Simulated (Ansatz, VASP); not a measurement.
# Cross-check of Y between VASP and Ansatz

Aim: how closely do two programs agree when they are given the same cell, functional and k mesh? The structure shown is the end of the Ansatz relaxation below.

Program: Ansatz 0.2.0. Level of theory: plane waves, with VASP 6.6.1 beside it; single point at PBEsol. Results are calculated unless marked as measured.

### 1. Set-up

Symmetry: P6_3/mmc, No. 194, hexagonal system. Conventional cell: a = 3.586 Å, b = 3.586 Å, c = 5.563 Å, α = 90.00°, β = 90.00°, γ = 120.00°. Nearest to Y lie 12 Y at 3.47 to 3.59 Å.

### 2. Ansatz: relaxation, PBEsol

Ansatz runs on its PAW soft_1 files.

This run makes the geometry at which the two programs are then compared.

Input file input.yaml:

```yaml
crystal:
  lattice:
    - [3.5785871107, 0.0, 0.0]
    - [-1.7892935554, 3.0991473475, 0.0]
    - [0.0, 0.0, 5.5878168336]
  atoms:
    - { symbol: "Y", position: [0.3333333333, 0.6666666667, 0.25] }
    - { symbol: "Y", position: [0.6666666667, 0.3333333333, 0.75] }
kpoints:
  mp_grid: { grid: [15, 15, 8] }
hamiltonian:
  xc: pbesol
  pseudopotentials: { kind: paw, azcp: { folder: soft_1 }, xc_functional: pbe }
scf:
  occupations: { method: methfessel_paxton, width: 0.2 }
output:
  forces: true
  stress: true
  eigenvalues: true
relax:
  adjacent_minimum: "off"
  f_tol: 0.001
  max_steps: 60
  cell: { stress_tol: 0.01, fix: [volume] }
```

Run with:

```
ansatz run input.yaml --threads 4 --pin off --max-ram 10240MiB --backend cpu --events-out ev --progress --plain --runs-dir out
```

Numbers of over 12 decimals in the logs are rounded to 6 here.

The program printed:

```text
Engine: ansatz 0.2.0, x86_64-unknown-linux-gnu
Pseudopotentials: kind: paw
Pseudopotential: Y, paw, valence charge 11, recommended cutoff 420 eV (normal), soft_1/Y.paw.azcp
Functional definition: PBEsol
  exchange = pbesol_x
  correlation = pbesol_c
Crystal: 2 atoms, lattice volume = 61.972 Å³
Basis set: ecut = 420 eV, 1201 PW (Γ), exchange–correlation on 48×48×80 points (8 copies of the dense FFT grid, shifted against one another)
Bands: 15, of which v1, the nominal top of the filled ones, is band 11 counted from 1 (10 counted from 0)
Symmetry: 24 space group operations
Space group: P63/mmc (ITA 194), of the structure as read, at distance tolerance 4.0e-5 Å
k-points: 135 of 1800
Non-local potential: Y, projectors of the file, l = 0: 3, l = 1: 2, l = 2: 2, l = 3: 1
PAW form: soft (Blöchl's): semilocal exchange-correlation on the pseudo side does not see the compensation charge
PAW frozen core: Y, regenerated for the run's functional, and the local potential with it (the file was generated under x = pbe(κ = 0.804, μ = 0.219515), c = pbe(β = 0.066725))
PAW one-centre angular grid: Y, 590 points (default); XC on 64 Gauss nodes
Initial density: superposition of atomic densities (chi_scale 0.1, normalization cell)
Initial wavefunctions: pseudopotential atomic-orbital guess
Functional: x = pbesol(κ = 0.804, μ = 0.123457), c = pbesol(β = 0.046)
SCF iter   1: F=—  HF=-7590.250199 eV  |F-HF|=—  |Δ(HF+E_count)|=         —  Δρ=1.39e-2  dr2=1.86e-1  ethr=3.10e-3  ⟨swp⟩=4.4  Hψ=8588  notcnv=0
preconditioner: auto → Kerker (q_TF=auto, 2.296 Å⁻¹)  [metal: Δε(μ)=0.010 eV  Ē_g=2.677 eV  σ=0.200 eV  W_gap=0.04  n_scr=10 (ndim 8)  ℏωp=11.6 eV  f_vac=0.000  D(μ)=3.79/eV (n_scr^D=34)]
SCF iter   2: F=—  HF=-7590.209988 eV  |F-HF|=—  |Δ(HF+E_count)|=   4.02e-2  S|Δr|=    0.00e0  Δρ=8.71e-3  dr2=7.32e-2  ethr=8.46e-4  ⟨swp⟩=1.0  Hψ=3105  notcnv=0
SCF iter   3: F=—  HF=-7590.185790 eV  |F-HF|=—  |Δ(HF+E_count)|=   2.42e-2  S|Δr|=    0.00e0  Δρ=1.41e-3  dr2=1.19e-3  ethr=3.33e-4  ⟨swp⟩=2.9  Hψ=3560  notcnv=0
SCF iter   4: F=—  HF=-7590.185716 eV  |F-HF|=—  |Δ(HF+E_count)|=   7.43e-5  S|Δr|=    0.00e0  Δρ=1.99e-4  dr2=2.11e-5  ethr=5.41e-6  ⟨swp⟩=1.9  Hψ=2428  notcnv=0
SCF iter   5: F=—  HF=-7590.185708 eV  |F-HF|=—  |Δ(HF+E_count)|=   8.48e-6  S|Δr|=    0.00e0  Δρ=4.72e-5  dr2=8.89e-7  ethr=9.58e-8  ⟨swp⟩=2.0  Hψ=3518  notcnv=0
SCF iter   6: F=-7590.185708 eV  HF=-7590.185708 eV  |F-HF|=2.59e-9  |Δ(HF+E_count)|=   1.19e-7  S|Δr|=    0.00e0  Δρ=7.70e-6  dr2=2.95e-8  ethr=4.55e-10  ⟨swp⟩=5.2  Hψ=9040  notcnv=0
SCF 1 converged in 6 iterations: F = -7590.185708 eV  dr2 = 2.95e-8
  greatest PAW one-centre occupation: 0.993 electrons in one spin orbital (limit 2), on the Y atom at site 1 (counted from 0), in its partial waves of l = 0
relax step   1: F+E_penalty+E_count = -7590.18570782 eV  Δ(F+E_penalty+E_count) = +0.000e0 eV  max|allowed force component| = 7.401e-17 eV/Å  Δτ_max = 0.0000 Å  P = +0.425 GPa  Ω = 61.972 Å³  fix = [volume]  reactions: volume +0.425 GPa  (6 SCF iters, dr2 threshold 1.00e-7 eV, accepted)
[...]
relax step   2: F+E_penalty+E_count = -7590.18599898 eV  Δ(F+E_penalty+E_count) = -2.912e-4 eV  max|allowed force component| = 8.789e-17 eV/Å  Δτ_max = 0.0000 Å  P = +0.432 GPa  Ω = 61.972 Å³  energy of the carried Pulay correction = -2.886e-7 eV  fix = [volume]  reactions: volume +0.432 GPa  (3 SCF iters, dr2 threshold 1.59e-7 eV, accepted)
[...]
relax step   3: F+E_penalty+E_count = -7590.18602674 eV  Δ(F+E_penalty+E_count) = -2.776e-5 eV  max|allowed force component| = 5.551e-17 eV/Å  Δτ_max = 0.0000 Å  P = +0.435 GPa  Ω = 61.972 Å³  energy of the carried Pulay correction = -4.106e-7 eV  fix = [volume]  reactions: volume +0.435 GPa  (3 SCF iters, dr2 threshold 1.40e-8 eV, accepted)
[...]
relax step   4: F+E_penalty+E_count = -7590.18602713 eV  Δ(F+E_penalty+E_count) = -3.925e-7 eV  max|allowed force component| = 3.932e-17 eV/Å  Δτ_max = 0.0000 Å  P = +0.435 GPa  Ω = 61.972 Å³  fix = [volume]  reactions: volume +0.435 GPa  stress off target by 1.04e-3 GPa on what of the cell is left free  SCF on the basis re-selected at this cell (its energy is not comparable with the rows above)  (5 SCF iters)
basis re-selected at this cell: Δ(F+E_penalty+E_count) = -3.925e-7 eV, ΔP = -0.000 GPa vs the last step (what re-selecting the basis moved, of the pressure what is left beyond the Pulay correction that the steps carried, after the strain that the cell walked since its last selection, with what the two solves' SCF thresholds leave and, on support functions, any second-order correction that the steps lacked; it is no m [...]
SCF converged after 5 iterations
Stability not checked: this state was not tested for a lower state beside it, because cold or Methfessel-Paxton smearing, or corrected tetrahedra, fill the levels in a way that the test cannot read (fill_not_monotonic; see scf.lower_state_search)
Free energy (F): -7590.186027 eV
Harris-Foulkes:  -7590.186027 eV  (|F-HF|=2.73e-12)
Internal energy: -7590.184293 eV  (E = F + TS)
E sigma→0 (E₀):  -7590.185594 eV
Entropy (-TS):   -0.001734 eV (-0.867 meV/atom)
Fermi energy:    9.928639 eV
--- Per-component energies (eV) ---
  E_band       = -227.314549
  E_kinetic    = 632.009411
  E_local      = -1164.880222  (includes V_loc(G=0)·N_el)
  E_nonlocal   = 57.348017
  E_hartree    = 368.330558
  E_xc         = -354.002790
  E_vxc        = -409.213647  (∫ρ·V_xc dr)
  E_paw        = -5527.727280  (= ΣΔE_a)
  E_vpaw       = -79.239269  (= ΣTr[D̂ρ^β])
  E_aug_tail   = 0.000046  (compensation charges beyond the density's cutoff)
  E_ewald      = -1601.559579
  E_core_change = 0.297547  (= ΣΔE_core)
  E_smearing   = -0.001734  (= −TS)
  E_closure    = 0.000000  (closes the sum)
  Σ components = -7590.186027   (vs F -7590.186027, Δ=0.00e0)
--- Forces (eV/Å), atoms counted from 1 ---
  atom   1  Y      0.00000000    -0.00000000    -0.00000000
  atom   2  Y     -0.00000000     0.00000000     0.00000000
  max |Σ_I F_I| component: 1.39e-17 eV/Å
--- Stress (GPa, compression-positive) ---
        0.434463      -0.000000      -0.000000
       -0.000000       0.434463      -0.000000
       -0.000000      -0.000000       0.436022
  P = ⅓ Tr σ = 0.4350 GPa (4.350 kbar)
--- Band table (eV; the first three rows and the last of 135) ---
  k-point 0: bands = [... 7 lower, -12.1411, 5.1874, 7.9982, 11.0922, 11.7016, 11.7016, 12.1294, 12.3774]
  k-point 1: bands = [... 7 lower, -12.1717, 5.2985, 7.9437, 10.9647, 11.6300, 11.6300, 12.0196, 12.2748]
  k-point 2: bands = [... 7 lower, -12.2078, 5.6195, 7.7305, 10.7532, 11.5299, 11.5299, 11.7217, 12.0388]
  k-point 134: bands = [... 7 lower, -12.2645, 9.5140, 9.5140, 9.5231, 9.5231, 10.4217, 10.4217, 12.8082]
--- Relaxed structure (3 steps of the walk, 3 accepted, 1 SCFs on fresh bases) ---
  F+E_penalty+E_count = -7590.18602713 eV   max|allowed force component| = 3.932e-17 eV/Å   (the final SCF, on the basis selected at the relaxed cell)
  cell:  # Å, volume = 61.9721 Å³
    - [3.586420, 2.8930766862018345e-11, 0]
    - [-1.793210, 3.105931, 0]
    - [0, 0, 5.563435]
  atoms:
    - { symbol: Y, position: [0.333333, 0.666667, 0.25] }
    - { symbol: Y, position: [0.666667, 0.333333, 0.75] }
```

In the SCF lines HF is the Harris–Foulkes energy and dr2 the Hartree energy of the density residual, in eV; the loop may stop once dr2 is under the threshold and the program's other checks hold. Hψ counts applications of the Hamiltonian.

### 3. VASP: single point, PBEsol

The same cell, functional, mesh and smearing now go to VASP, with its own data sets.

Lines of VASP's logs that name or quote its potential files are left out, and so is its time.

Input file INCAR:

```
SYSTEM = Y
PREC = Accurate
ENCUT = 500
EDIFF = 1E-06
NELM = 120
ISMEAR = 1
SIGMA = 0.2
LREAL = .FALSE.
ALGO = Normal
GGA = PS
NBANDS = 17
LASPH = .TRUE.
LORBIT = 11
LWAVE = .FALSE.
LCHARG = .FALSE.
ISIF = 2
GGA_COMPAT = .FALSE.
KPAR = 2
```

Input file POSCAR:

```
Y
1.0
    3.5864202156      0.0000000000      0.0000000000
   -1.7932101078      3.1059310154      0.0000000000
    0.0000000000      0.0000000000      5.5634347735
Y
2
Direct
    0.3333333334      0.6666666668      0.2500000000
    0.6666666668      0.3333333334      0.7500000000
```

Input file KPOINTS:

```
Automatic mesh
0
Gamma
15 15 8
0 0 0
```

Potentials, in the order of the species: Y_sv (PBE family, release 64).

Run with:

```
mpirun -np 2 vasp_std
```

The program printed:

```text
[banner, memory and clock lines left out]
running    2 mpi-ranks, on    1 nodes
 distrk:  each k-point on    1 cores,    2 groups
 distr:  one band on    1 cores,    1 groups

 POSCAR found type information on POSCAR Y
 POSCAR found :  1 types and       2 ions
|                                                                             |
|               ----> ADVICE to this user running VASP <----                  |
|                                                                             |
|     You enforced a specific xc type in the INCAR file but a different       |
|     [... a line on the potential file left out ...]
|     I HOPE YOU KNOW WHAT YOU ARE DOING!                                     |
|                                                                             |

 LDA part: xc-table for (Slater+PW92), standard interpolation
 POSCAR, INCAR and KPOINTS ok, starting setup
 FFT: planning ... GRIDC
 FFT: planning ... GRID_SOFT
 FFT: planning ... GRID
 WAVECAR not read
 entering main loop
       N       E                     dE             d eps       ncg     rms          rms(c)
DAV:   1     0.859173936720E+02    0.85917E+02   -0.11284E+04  4590   0.120E+03
DAV:   2    -0.682293970062E+01   -0.92740E+02   -0.91413E+02  5758   0.263E+02
DAV:   3    -0.138885830462E+02   -0.70656E+01   -0.70072E+01  8114   0.442E+01
DAV:   4    -0.140630044148E+02   -0.17442E+00   -0.17426E+00  5630   0.703E+00
DAV:   5    -0.140667316669E+02   -0.37273E-02   -0.37264E-02  6582   0.801E-01    0.344E+01
DAV:   6    -0.137105294767E+02    0.35620E+00   -0.44621E-01  4925   0.428E+00    0.212E+01
DAV:   7    -0.136522932266E+02    0.58236E-01   -0.87336E-01  6201   0.543E+00    0.181E+00
DAV:   8    -0.136394597362E+02    0.12833E-01   -0.15126E-01  5745   0.237E+00    0.727E-01
DAV:   9    -0.136390586507E+02    0.40109E-03   -0.46195E-03  6415   0.441E-01    0.294E-01
DAV:  10    -0.136390915019E+02   -0.32851E-04   -0.10971E-03  5481   0.297E-01    0.143E-01
DAV:  11    -0.136390835603E+02    0.79416E-05   -0.61643E-05  7018   0.636E-02    0.383E-02
DAV:  12    -0.136390805024E+02    0.30578E-05   -0.11984E-05  5581   0.298E-02    0.265E-02
DAV:  13    -0.136390811774E+02   -0.67499E-06   -0.35343E-06  5090   0.181E-02
   1 F= -.13639081E+02 E0= -.13638519E+02  d E =-.168662E-02
```

From OUTCAR (step 3):

```text
ion  position               nearest neighbor table
   1  0.333  0.667  0.250-   2 3.47   2 3.47   2 3.47   2 3.47   2 3.47   2 3.47
   2  0.667  0.333  0.750-   1 3.47   1 3.47   1 3.47   1 3.47   1 3.47   1 3.47

  LATTYP: Found a hexagonal cell.
 ALAT       =     3.5864202156
 C/A-ratio  =     1.5512501154

 Subroutine GETGRP returns: Found 24 space group operations
 (whereof 12 operations were pure point group operations)

The static configuration has the point symmetry D_3d.
 The point group associated with its full space group is D_6h.

 Found    135 irreducible k-points:

   k-points           NKPTS =    135   k-points in BZ     NKDIM =    135   number of bands    NBANDS=     17

   dimension x,y,z NGX =    28 NGY =   28 NGZ =   42
   dimension x,y,z NGXF=    56 NGYF=   56 NGZF=   84

   ENCUT  =  500.0 eV  36.75 Ry    6.06 a.u.   6.54  6.54 10.14*2*pi/ulx,y,z

   NELECT =      22.0000    total number of electrons

 k-points in reciprocal lattice and weights: Automatic mesh
   0.00000000  0.00000000  0.00000000       0.001
   0.06666667  0.00000000  0.00000000       0.003
   0.13333333  0.00000000  0.00000000       0.003
   0.20000000  0.00000000  0.00000000       0.003
   0.26666667  0.00000000  0.00000000       0.003
   0.33333333 -0.00000000  0.00000000       0.003
   0.40000000 -0.00000000  0.00000000       0.003
   0.46666667  0.00000000  0.00000000       0.003
   0.06666667  0.06666667  0.00000000       0.003
[...]
0.33333333  0.26666667  0.50000000       0.007
   0.33333333  0.33333333  0.50000000       0.001

 average (electrostatic) potential at core
       1 -37.1167       2 -37.1167

 E-fermi :   3.1660

 k-point     1 :       0.0000    0.0000    0.0000
  band No.  band energies     occupation
    ...
      6     -18.9770      2.00000
      7     -18.9770      2.00000
      8     -18.9270      2.00000
      9      -1.6217      2.00000
     10       1.2213      2.00000
     11       4.3367     -0.00000
     12       4.9373     -0.00000
     13       4.9373     -0.00000
     14       5.3646     -0.00000
     15       5.6124     -0.00000
    ...

 k-point     2 :       0.0667    0.0000    0.0000
  band No.  band energies     occupation
    ...
      6     -18.9974      2.00000
      7     -18.9792      2.00000
      8     -18.9318      2.00000
      9      -1.5209      2.00000
     10       1.3151      2.00000
     11       4.2139     -0.00000
     12       4.6718     -0.00000
     13       5.0310     -0.00000
     14       5.4932     -0.00000
     15       5.5704     -0.00000
    ...

 k-point     3 :       0.1333    0.0000    0.0000
  band No.  band energies     occupation
    ...
      6     -19.0542      2.00000
      7     -18.9860      2.00000
      8     -18.9462      2.00000
      9      -1.2276      2.00000
     10       1.5767      2.00000
     11       3.8904     -0.00000
     12       4.2196     -0.00000
     13       5.2192     -0.00000
     14       5.3089     -0.00000
     15       5.5985     -0.00000
    ...

  Total        0.1145337      0.1145337      0.1184133      0.0000000     -0.0000000      0.0000000
  in kB        2.9610658      2.9610658      3.0613649      0.0000000     -0.0000000      0.0000000
  external PRESSURE =       2.9944989 kB  Pullay stress =       0.0000000 kB

  energy-cutoff  :      500.00
  volume of cell :       61.97
      direct lattice vectors                 reciprocal lattice vectors
     3.586420216  0.000000000  0.000000000     0.278829568  0.160982326  0.000000000
    -1.793210108  3.105931015  0.000000000     0.000000000  0.321964652  0.000000000
     0.000000000  0.000000000  5.563434774     0.000000000  0.000000000  0.179745075

 POSITION                                       TOTAL-FORCE (eV/Angst)
 -----------------------------------------------------------------------------------
      0.00000      2.07062      1.39086        -0.000000     -0.000000     -0.000000
      1.79321      1.03531      4.17258         0.000000      0.000000      0.000000
 -----------------------------------------------------------------------------------
    total drift:                               -0.000000     -0.000000     -0.000000

  FREE ENERGIE OF THE ION-ELECTRON SYSTEM (eV)
  ---------------------------------------------------
  free  energy   TOTEN  =       -13.6390811774 eV

  energy  without entropy=      -13.6373945592  energy(sigma->0) =      -13.63851897

 total charge
# of ion       s       p       d       f       tot
--------------------------------------------------
    1        2.292   6.235   0.974   0.008   9.509
    2        2.292   6.235   0.974   0.008   9.509
--------------------------------------------------
tot          4.584  12.471   1.947   0.016  19.018

[... 3 further parts left out ...]
```

The run ends at a pressure of 0.30 GPa.

### 4. Comparison

Known differences besides the potentials themselves: the cutoff is 420 eV in Ansatz and 500 eV in VASP; Ansatz makes its cores anew for this functional, VASP keeps those of its PBE data sets; Ansatz's pressure holds a Pulay correction, VASP's none. Total energies have different zeros and are not compared.

The two programs side by side:

| quantity | Ansatz | VASP | difference |
| --- | --- | --- | --- |
| pressure (GPa) | 0.43 | 0.30 | +0.14 |

### 5. Summary of results

| Property | Result |
| --- | --- |
| difference in pressure (single point, PBEsol) | 0.14 GPa |

What this shows: The difference in pressure is 0.14 GPa (single point, PBEsol), within the 1 GPa picked in this series as the mark of a large difference. Such differences can come from data sets, numerical settings and the points named under the comparisons, not from the functional's error against experiment.

[Lines on the potential files, build, host, timing and source positions are cut from VASP's logs without a mark.]

[Logs are printed without paths, hosts, clocks, repeated set-up lines and the standing remarks that a program may print on its own settings, such as how far it seeks lower states.]

[Hosts, paths, dates, database ids (printed as entryN), source tags and the programs' standing remarks are cut or masked in the printed files.]
